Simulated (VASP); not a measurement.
```
F
1.0
   -1.31245     1.31245     1.31245
    1.31245    -1.31245     1.31245
    1.31245     1.31245    -1.31245
F
1
Direct
  0.00000   0.00000   0.00000
```

Computed with PBEsol GGA, VASP's PBE PAW potentials (set 64) (plane waves; VASP). Settings: 520 eV cut-off, Gaussian smearing of 0.050 eV, potentials F.

Question: Estimate the band gap (along the path) with the smallest direct gap where there is one.

Answer: 
The band gap (along the path) is none (metal, semimetal or under 0.01 eV).

The absolute energy has meaning only against runs of the same code, potentials and settings.

The structure was generated: F was put into the bcc type (Im-3m), which need not be its known phase. It was relaxed first, which changed the volume by -10 %.
